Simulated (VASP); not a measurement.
Method: r2SCAN meta-GGA, VASP's PBE PAW potentials (set 64) (plane waves; VASP 6.6.1).

A VASP calculation is set up with these files.

### KPOINTS
```
Automatic mesh
0
Gamma
3 3 3
0 0 0
```

QPOINTS:
```
k-points along high-symmetry lines
13
Line-mode
Cartesian
  0.000000   0.000000   0.000000 ! GAMMA
  0.000000   0.127405   0.000000 ! X

  0.000000   0.127405   0.000000 ! X
  0.127405   0.127405   0.000000 ! M

  0.127405   0.127405   0.000000 ! M
  0.000000   0.000000   0.000000 ! GAMMA

  0.000000   0.000000   0.000000 ! GAMMA
  0.127405   0.127405   0.127405 ! R

  0.127405   0.127405   0.127405 ! R
  0.000000   0.127405   0.000000 ! X

  0.127405   0.127405   0.127405 ! R
  0.127405   0.127405   0.000000 ! M
```

### POSCAR
```
Pt3Ti
1
    7.8489625210     0.0000000000     0.0000000000
    0.0000000000     7.8489625210     0.0000000000
    0.0000000000     0.0000000000     7.8489625210
Ti Pt
8 24
Direct
  0.0000000000   0.0000000000   0.0000000000
  0.0000000000   0.0000000000   0.5000000000
  0.0000000000   0.5000000000   0.0000000000
  0.0000000000   0.5000000000   0.5000000000
  0.5000000000   0.0000000000   0.0000000000
  0.5000000000   0.0000000000   0.5000000000
  0.5000000000   0.5000000000   0.0000000000
  0.5000000000   0.5000000000   0.5000000000
  0.0000000000   0.2500000000   0.2500000000
  0.0000000000   0.2500000000   0.7500000000
  0.0000000000   0.7500000000   0.2500000000
  0.0000000000   0.7500000000   0.7500000000
  0.5000000000   0.2500000000   0.2500000000
  0.5000000000   0.2500000000   0.7500000000
  0.5000000000   0.7500000000   0.2500000000
  0.5000000000   0.7500000000   0.7500000000
  0.2500000000   0.0000000000   0.2500000000
  0.2500000000   0.0000000000   0.7500000000
  0.2500000000   0.5000000000   0.2500000000
  0.2500000000   0.5000000000   0.7500000000
  0.7500000000   0.0000000000   0.2500000000
  0.7500000000   0.0000000000   0.7500000000
  0.7500000000   0.5000000000   0.2500000000
  0.7500000000   0.5000000000   0.7500000000
  0.2500000000   0.2500000000   0.0000000000
  0.2500000000   0.2500000000   0.5000000000
  0.2500000000   0.7500000000   0.0000000000
  0.2500000000   0.7500000000   0.5000000000
  0.7500000000   0.2500000000   0.0000000000
  0.7500000000   0.2500000000   0.5000000000
  0.7500000000   0.7500000000   0.0000000000
  0.7500000000   0.7500000000   0.5000000000
```

**INCAR**
```
# general
SYSTEM           = Pt3Ti
PREC             = Accurate
ENCUT            = 400
LREAL            = .FALSE.
LASPH            = .TRUE.

# electronic loop
EDIFF            = 1E-7
NELM             = 100
ALGO             = Normal
LMAXMIX          = 6
LMIXTAU          = .TRUE.

# smearing
ISMEAR           = 1
SIGMA            = 0.1

# functional
METAGGA          = R2SCAN

# ions
IBRION           = 6
NSW              = 1
ISIF             = 2
POTIM            = 0.015
NFREE            = 2

# output
LWAVE            = .FALSE.
LCHARG           = .FALSE.

# other
LPHON_DISPERSION = .TRUE.
```

POTCAR, in this order: Ti_sv Pt (PBE.64 set). Program: vasp_std.

The resulting files:

File OSZICAR:
```
...
DAV:  22    -0.136905924944E+04    0.16624E-04   -0.67989E-05  1935   0.234E-02    0.137E-02
DAV:  23    -0.136905926176E+04   -0.12320E-04   -0.17814E-05  1856   0.157E-02    0.110E-02
DAV:  24    -0.136905926785E+04   -0.60857E-05   -0.26257E-06  2014   0.340E-03    0.888E-03
DAV:  25    -0.136905927854E+04   -0.10690E-04   -0.83311E-06  1880   0.640E-03    0.467E-03
DAV:  26    -0.136905927794E+04    0.59373E-06   -0.66153E-07  1768   0.211E-03    0.206E-03
DAV:  27    -0.136905927762E+04    0.32620E-06   -0.22290E-07  1360   0.153E-03    0.527E-04
DAV:  28    -0.136905927762E+04   -0.40855E-08   -0.38048E-08   952   0.623E-04
   1 F= -.13690593E+04 E0= -.13690596E+04  d E =0.111213E-02
 Found     3 degrees of freedom:
       N       E                     dE             d eps       ncg     rms          rms(c)
DAV:   1    -0.136904428815E+04    0.14989E-01   -0.85553E-01  3002   0.530E+00    0.228E-01
DAV:   2    -0.136905816002E+04   -0.13872E-01   -0.13956E-01  2518   0.823E-01    0.132E-01
DAV:   3    -0.136905849326E+04   -0.33323E-03   -0.50781E-03  3192   0.190E-01    0.835E-02
DAV:   4    -0.136905852836E+04   -0.35109E-04   -0.38902E-04  3448   0.850E-02    0.664E-02
DAV:   5    -0.136905850007E+04    0.28293E-04   -0.13938E-04  3512   0.639E-02    0.283E-02
DAV:   6    -0.136905851361E+04   -0.13536E-04   -0.14330E-04  2976   0.568E-02    0.136E-02
DAV:   7    -0.136905851624E+04   -0.26287E-05   -0.34795E-05  3512   0.206E-02    0.759E-03
DAV:   8    -0.136905851644E+04   -0.20804E-06   -0.69231E-06  3104   0.138E-02    0.367E-03
DAV:   9    -0.136905851605E+04    0.38915E-06   -0.54839E-06  3000   0.111E-02    0.239E-03
DAV:  10    -0.136905851656E+04   -0.50922E-06   -0.25127E-06  2856   0.602E-03    0.111E-03
DAV:  11    -0.136905851655E+04    0.14261E-07   -0.21028E-07  2216   0.218E-03
   2 F= -.13690585E+04 E0= -.13690589E+04  d E =0.112595E-02
       N       E                     dE             d eps       ncg     rms          rms(c)
DAV:   1    -0.136900876297E+04    0.49754E-01   -0.29160E+00  3003   0.882E+00    0.419E-01
DAV:   2    -0.136905749364E+04   -0.48731E-01   -0.47874E-01  2476   0.141E+00    0.253E-01
DAV:   3    -0.136905846164E+04   -0.96800E-03   -0.18167E-02  3230   0.342E-01    0.163E-01
DAV:   4    -0.136905854840E+04   -0.86767E-04   -0.14736E-03  3551   0.145E-01    0.127E-01
DAV:   5    -0.136905846213E+04    0.86277E-04   -0.50673E-04  3359   0.992E-02    0.516E-02
DAV:   6    -0.136905851508E+04   -0.52957E-04   -0.41418E-04  3160   0.101E-01    0.280E-02
DAV:   7    -0.136905851103E+04    0.40551E-05   -0.11355E-04  3560   0.418E-02    0.138E-02
DAV:   8    -0.136905851603E+04   -0.50050E-05   -0.26664E-05  3008   0.256E-02    0.640E-03
DAV:   9    -0.136905851549E+04    0.54464E-06   -0.15412E-05  3023   0.176E-02    0.345E-03
DAV:  10    -0.136905851660E+04   -0.11160E-05   -0.45433E-06  3200   0.649E-03    0.234E-03
DAV:  11    -0.136905851649E+04    0.11267E-06   -0.11193E-06  2710   0.509E-03    0.787E-04
DAV:  12    -0.136905851654E+04   -0.53482E-07   -0.29394E-07  2312   0.200E-03
   3 F= -.13690585E+04 E0= -.13690589E+04  d E =0.112605E-02
       N       E                     dE             d eps       ncg     rms          rms(c)
DAV:   1    -0.136903707311E+04    0.21443E-01   -0.21219E+00  2655   0.576E+00    0.237E-01
DAV:   2    -0.136905684787E+04   -0.19775E-01   -0.16933E-01  2474   0.101E+00    0.141E-01
DAV:   3    -0.136905737872E+04   -0.53085E-03   -0.59328E-03  3062   0.231E-01    0.851E-02
DAV:   4    -0.136905743949E+04   -0.60777E-04   -0.12559E-03  2960   0.138E-01    0.694E-02
DAV:   5    -0.136905744101E+04   -0.15153E-05   -0.27295E-04  3588   0.737E-02    0.238E-02
DAV:   6    -0.136905752761E+04   -0.86605E-04   -0.21567E-04  2576   0.533E-02    0.121E-02
DAV:   7    -0.136905751923E+04    0.83815E-05   -0.23353E-05  3008   0.143E-02    0.529E-03
DAV:   8    -0.136905753187E+04   -0.12634E-04   -0.15657E-05  2672   0.146E-02    0.406E-03
DAV:   9    -0.136905753183E+04    0.39632E-07   -0.40986E-06  2896   0.742E-03    0.130E-03
DAV:  10    -0.136905753246E+04   -0.63199E-06   -0.11106E-06  2951   0.336E-03    0.898E-04
DAV:  11    -0.136905753247E+04   -0.15003E-07   -0.81666E-08  1704   0.128E-03
   4 F= -.13690575E+04 E0= -.13690579E+04  d E =0.111222E-02
       N       E                     dE             d eps       ncg     rms          rms(c)
DAV:   1    -0.136904244144E+04    0.15091E-01   -0.43831E+00  2414   0.334E+00    0.288E-01
DAV:   2    -0.136905639143E+04   -0.13950E-01   -0.59160E-02  2672   0.510E-01    0.199E-01
DAV:   3    -0.136905767933E+04   -0.12879E-02   -0.34470E-03  2958   0.149E-01    0.118E-01
DAV:   4    -0.136905760768E+04    0.71656E-04   -0.10847E-03  2968   0.922E-02    0.139E-01
DAV:   5    -0.136905745581E+04    0.15187E-03   -0.76904E-04  2902   0.831E-02    0.399E-02
DAV:   6    -0.136905753475E+04   -0.78933E-04   -0.16293E-04  2848   0.381E-02    0.190E-02
DAV:   7    -0.136905752318E+04    0.11564E-04   -0.15866E-05  3023   0.132E-02    0.119E-02
DAV:   8    -0.136905753253E+04   -0.93462E-05   -0.11187E-05  2808   0.111E-02    0.822E-03
DAV:   9    -0.136905752904E+04    0.34889E-05   -0.93937E-06  2552   0.807E-03    0.231E-03
DAV:  10    -0.136905753250E+04   -0.34562E-05   -0.25522E-06  2584   0.509E-03    0.127E-03
DAV:  11    -0.136905753247E+04    0.30628E-07   -0.13806E-07  2000   0.175E-03
   5 F= -.13690575E+04 E0= -.13690579E+04  d E =0.111320E-02
       N       E                     dE             d eps       ncg     rms          rms(c)
DAV:   1    -0.136905040153E+04    0.71310E-02   -0.25712E+00  3282   0.261E+00    0.189E-01
DAV:   2    -0.136905762687E+04   -0.72253E-02   -0.34117E-02  3847   0.496E-01    0.138E-01
DAV:   3    -0.136905831617E+04   -0.68930E-03   -0.22585E-03  4133   0.167E-01    0.992E-02
DAV:   4    -0.136905820739E+04    0.10878E-03   -0.41361E-04  4135   0.880E-02    0.575E-02
DAV:   5    -0.136905821880E+04   -0.11410E-04   -0.39613E-04  3910   0.715E-02    0.305E-02
DAV:   6    -0.136905824545E+04   -0.26649E-04   -0.67217E-05  4200   0.456E-02    0.121E-02
DAV:   7    -0.136905823622E+04    0.92292E-05   -0.32746E-05  3616   0.189E-02    0.742E-03
DAV:   8    -0.136905824330E+04   -0.70866E-05   -0.62743E-06  3784   0.813E-03    0.371E-03
DAV:   9    -0.136905824507E+04   -0.17636E-05   -0.74178E-06  3479   0.719E-03    0.167E-03
DAV:  10    -0.136905824621E+04   -0.11393E-05   -0.10697E-06  3592   0.293E-03    0.144E-03
DAV:  11    -0.136905824631E+04   -0.10060E-06   -0.26140E-07  2703   0.165E-03    0.683E-04
DAV:  12    -0.136905824627E+04    0.35030E-07   -0.11714E-07  2008   0.946E-04
   6 F= -.13690582E+04 E0= -.13690586E+04  d E =0.110374E-02
       N       E                     dE             d eps       ncg     rms          rms(c)
DAV:   1    -0.136904451817E+04    0.13728E-01   -0.40073E+00  3314   0.323E+00    0.273E-01
DAV:   2    -0.136905720117E+04   -0.12683E-01   -0.56457E-02  3879   0.645E-01    0.221E-01
DAV:   3    -0.136905831746E+04   -0.11163E-02   -0.42378E-03  4094   0.231E-01    0.143E-01
DAV:   4    -0.136905817348E+04    0.14398E-03   -0.87602E-04  3968   0.114E-01    0.842E-02
DAV:   5    -0.136905822712E+04   -0.53636E-04   -0.83671E-04  3880   0.104E-01    0.508E-02
DAV:   6    -0.136905824658E+04   -0.19466E-04   -0.16131E-04  4464   0.672E-02    0.201E-02
DAV:   7    -0.136905821981E+04    0.26773E-04   -0.76557E-05  3631   0.276E-02    0.124E-02
DAV:   8    -0.136905823970E+04   -0.19884E-04   -0.17394E-05  3712   0.127E-02    0.594E-03
DAV:   9    -0.136905824344E+04   -0.37466E-05   -0.14608E-05  3480   0.957E-03    0.328E-03
DAV:  10    -0.136905824570E+04   -0.22600E-05   -0.15937E-06  3728   0.428E-03    0.235E-03
DAV:  11    -0.136905824611E+04   -0.41046E-06   -0.64633E-07  3392   0.254E-03    0.105E-03
DAV:  12    -0.136905824617E+04   -0.59597E-07   -0.12946E-07  2200   0.103E-03
   7 F= -.13690582E+04 E0= -.13690586E+04  d E =0.110412E-02
```

### OUTCAR
```
------------------------ aborting loop because EDIFF is reached ----------------------------------------
  FORCE on cell =-STRESS in cart. coord.  units (eV):
  Direction    XX          YY          ZZ          XY          YZ          ZX
  --------------------------------------------------------------------------------------
  Total       -0.5502947     -0.5526842     -0.5569185      0.0000000      0.0000000      0.0000000
  in kB       -1.8233461     -1.8312636     -1.8452936      0.0000000      0.0000000      0.0000000
  external PRESSURE =      -1.8333011 kB  Pullay stress =       0.0000000 kB
  volume of cell :      483.54
      direct lattice vectors                 reciprocal lattice vectors
     7.848962521  0.000000000  0.000000000     0.127405373  0.000000000  0.000000000
     0.000000000  7.848962521  0.000000000     0.000000000  0.127405373  0.000000000
     0.000000000  0.000000000  7.848962521     0.000000000  0.000000000  0.127405373
 POSITION                                       TOTAL-FORCE (eV/Angst)
 -----------------------------------------------------------------------------------
      0.00000      0.00000      0.00000        -0.000000     -0.003243     -0.006224
      0.00000      0.00000      3.92448        -0.000000     -0.003243      0.006224
      0.00000      3.92448      0.00000        -0.000000     -0.002904      0.005693
      0.00000      3.92448      3.92448        -0.000000     -0.002904     -0.005693
      3.92448      0.00000      0.00000        -0.000000     -0.002826      0.000226
      3.92448      0.00000      3.92448        -0.000000     -0.002826     -0.000226
      3.92448      3.92448      0.00000        -0.000000     -0.002829     -0.000137
      3.92448      3.92448      3.92448        -0.000000     -0.002829      0.000137
      0.00000      1.94724      1.96224        -0.000000      0.136903     -0.000000
      0.00000      1.96224      5.88672        -0.000000      0.001300     -0.000000
      0.00000      5.88672      1.96224        -0.000000     -0.018478     -0.000000
      0.00000      5.88672      5.88672        -0.000000     -0.013152     -0.000000
      3.92448      1.96224      1.96224        -0.000000      0.004733     -0.000000
      3.92448      1.96224      5.88672        -0.000000     -0.001667     -0.000000
      3.92448      5.88672      1.96224        -0.000000      0.005088     -0.000000
      3.92448      5.88672      5.88672        -0.000000      0.001629     -0.000000
      1.96224      0.00000      1.96224         0.029015     -0.024041     -0.000000
      1.96224      0.00000      5.88672         0.003574     -0.001234     -0.000000
      1.96224      3.92448      1.96224        -0.027186     -0.022802     -0.000000
      1.96224      3.92448      5.88672        -0.003560     -0.001278     -0.000000
      5.88672      0.00000      1.96224        -0.029015     -0.024041     -0.000000
      5.88672      0.00000      5.88672        -0.003574     -0.001234     -0.000000
      5.88672      3.92448      1.96224         0.027186     -0.022802     -0.000000
      5.88672      3.92448      5.88672         0.003560     -0.001278     -0.000000
      1.96224      1.96224      0.00000        -0.000131      0.005459      0.000201
      1.96224      1.96224      3.92448        -0.000131      0.005459     -0.000201
      1.96224      5.88672      0.00000         0.000039     -0.003970     -0.000035
      1.96224      5.88672      3.92448         0.000039     -0.003970      0.000035
      5.88672      1.96224      0.00000         0.000131      0.005459      0.000201
      5.88672      1.96224      3.92448         0.000131      0.005459     -0.000201
      5.88672      5.88672      0.00000        -0.000039     -0.003970     -0.000035
      5.88672      5.88672      3.92448        -0.000039     -0.003970      0.000035
 -----------------------------------------------------------------------------------
    total drift:                                0.000000     -0.000698      0.000001
  FREE ENERGIE OF THE ION-ELECTRON SYSTEM (eV)
  ---------------------------------------------------
  free  energy   TOTEN  =     -1369.0582461717 eV

  energy  without entropy=    -1369.0593502959  energy(sigma->0) =    -1369.05861421
```
(Selected blocks of OUTCAR.)

The cell is a supercell, built from Pt3Ti (L1_2).
